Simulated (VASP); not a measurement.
Output of a VASP run:

File OSZICAR:
```
...
DAV:  17    -0.199357231676E+02   -0.28260E-01   -0.11188E-02   780   0.130E+00    0.227E+00
DAV:  18    -0.199363450100E+02   -0.62184E-03   -0.35573E-03   784   0.891E-01    0.195E+00
DAV:  19    -0.199348454141E+02    0.14996E-02   -0.61887E-04   769   0.321E-01    0.194E+00
DAV:  20    -0.199356824855E+02   -0.83707E-03   -0.21191E-04   779   0.185E-01    0.186E+00
DAV:  21    -0.199346388198E+02    0.10437E-02   -0.14369E-03   777   0.484E-01    0.145E+00
DAV:  22    -0.199349672191E+02   -0.32840E-03   -0.33960E-04   914   0.180E-01    0.129E+00
DAV:  23    -0.199353486053E+02   -0.38139E-03   -0.56350E-05   754   0.975E-02    0.121E+00
DAV:  24    -0.199353277316E+02    0.20874E-04   -0.96640E-05   774   0.118E-01    0.109E+00
DAV:  25    -0.199357772749E+02   -0.44954E-03   -0.60181E-05   754   0.137E-01    0.990E-01
DAV:  26    -0.199365409436E+02   -0.76367E-03   -0.21678E-04   772   0.247E-01    0.792E-01
DAV:  27    -0.199354975929E+02    0.10434E-02   -0.22452E-04   759   0.167E-01    0.648E-01
DAV:  28    -0.199355825642E+02   -0.84971E-04   -0.37977E-04   774   0.188E-01    0.517E-01
DAV:  29    -0.199360088367E+02   -0.42627E-03   -0.60875E-04   754   0.252E-01    0.497E-01
DAV:  30    -0.199360337159E+02   -0.24879E-04   -0.13578E-04   764   0.138E-01    0.463E-01
DAV:  31    -0.199363099874E+02   -0.27627E-03   -0.14408E-03   754   0.404E-01    0.335E-01
DAV:  32    -0.199370141772E+02   -0.70419E-03   -0.39676E-04   754   0.305E-01    0.209E-01
DAV:  33    -0.199371431254E+02   -0.12895E-03   -0.20836E-05   942   0.744E-02    0.183E-01
DAV:  34    -0.199370138088E+02    0.12932E-03   -0.12327E-05   762   0.459E-02    0.175E-01
DAV:  35    -0.199370084786E+02    0.53302E-05   -0.27207E-06   777   0.222E-02    0.168E-01
DAV:  36    -0.199370671175E+02   -0.58639E-04   -0.18223E-06   774   0.200E-02    0.168E-01
DAV:  37    -0.199370816932E+02   -0.14576E-04   -0.95952E-07   778   0.172E-02    0.167E-01
DAV:  38    -0.199370809604E+02    0.73283E-06   -0.18938E-07   799   0.102E-02    0.166E-01
DAV:  39    -0.199370797726E+02    0.11878E-05   -0.56550E-08   551   0.622E-03    0.166E-01
DAV:  40    -0.199370809639E+02   -0.11913E-05    0.21234E-08   411   0.361E-03    0.166E-01
DAV:  41    -0.199370744652E+02    0.64986E-05    0.38825E-08   502   0.435E-03    0.166E-01
DAV:  42    -0.199370777967E+02   -0.33314E-05    0.46471E-08   492   0.399E-03    0.165E-01
DAV:  43    -0.199370767162E+02    0.10805E-05    0.53961E-08   377   0.349E-03    0.165E-01
DAV:  44    -0.199370732195E+02    0.34967E-05    0.51142E-08   412   0.378E-03    0.165E-01
DAV:  45    -0.199370631120E+02    0.10107E-04    0.19742E-08   522   0.503E-03    0.164E-01
DAV:  46    -0.199370515576E+02    0.11554E-04    0.39940E-09   538   0.548E-03    0.163E-01
DAV:  47    -0.199370027712E+02    0.48786E-04   -0.87768E-07   754   0.138E-02    0.157E-01
DAV:  48    -0.199368160323E+02    0.18674E-03   -0.13769E-05   754   0.517E-02    0.138E-01
DAV:  49    -0.199365746034E+02    0.24143E-03   -0.31801E-05   754   0.768E-02    0.110E-01
DAV:  50    -0.199363944823E+02    0.18012E-03   -0.44476E-05   754   0.935E-02    0.755E-02
DAV:  51    -0.199363767496E+02    0.17733E-04   -0.17912E-04   754   0.174E-01    0.137E-02
DAV:  52    -0.199363785361E+02   -0.17865E-05   -0.28212E-06   914   0.206E-02    0.859E-03
DAV:  53    -0.199363792536E+02   -0.71750E-06   -0.14192E-06   759   0.148E-02    0.247E-03
DAV:  54    -0.199363796799E+02   -0.42629E-06   -0.29579E-07   804   0.869E-03    0.715E-04
DAV:  55    -0.199363796812E+02   -0.13106E-08    0.16765E-09   559   0.394E-03
   1 F= -.19936380E+02 E0= -.19936380E+02  d E =-.201847E-11
```

OUTCAR:
```
------------------------ aborting loop because EDIFF is reached ----------------------------------------
  FORCE on cell =-STRESS in cart. coord.  units (eV):
  Direction    XX          YY          ZZ          XY          YZ          ZX
  --------------------------------------------------------------------------------------
  Total       -0.4902547     -0.4902547     -0.4902547     -0.0000000     -0.0000000     -0.0000000
  in kB      -19.0843962    -19.0843962    -19.0843962     -0.0000000     -0.0000000     -0.0000000
  external PRESSURE =     -19.0843962 kB  Pullay stress =       0.0000000 kB
  volume of cell :       41.16
      direct lattice vectors                 reciprocal lattice vectors
     0.000000000  2.740362234  2.740362234    -0.182457631  0.182457631  0.182457631
     2.740362234  0.000000000  2.740362234     0.182457631 -0.182457631  0.182457631
     2.740362234  2.740362234  0.000000000     0.182457631  0.182457631 -0.182457631
  FREE ENERGIE OF THE ION-ELECTRON SYSTEM (eV)
  ---------------------------------------------------
  free  energy   TOTEN  =       -19.9363796812 eV

  energy  without entropy=      -19.9363796812  energy(sigma->0) =      -19.93637968
```
(Selected blocks of OUTCAR.)

### POSCAR
```
ZnS
1
    0.0000000000     2.7403622338     2.7403622338
    2.7403622338     0.0000000000     2.7403622338
    2.7403622338     2.7403622338     0.0000000000
Zn S
1 1
Direct
  0.0000000000   0.0000000000   0.0000000000
  0.2500000000   0.2500000000   0.2500000000
```

Question: Write an INCAR and KPOINTS that could have produced this output.

Answer: Several could match; the one computed here: the input of the run itself, TPSS meta-GGA, plane waves, VASP's PBE PAW potentials (set 64).

**KPOINTS**
```
Automatic mesh
0
Gamma
8 8 8
0 0 0
```

**INCAR**
```
SYSTEM = ZnS
PREC = Accurate; ENCUT = 520; LREAL = .False.
LASPH = .True.
EDIFF = 1E-7; NELM = 100; ALGO = Normal
LMAXMIX = 4; LMIXTAU = .True.
ISMEAR = 0; SIGMA = 0.05
METAGGA = TPSS
ISIF = 2
LWAVE = .False.; LCHARG = .False.
```

POTCAR, in this order: Zn S (PBE.64 set). Program: vasp_std.

The compound is ZnS in the zinc blende structure. This cell is one point of a volume scan, at 1.03 of the reference volume.
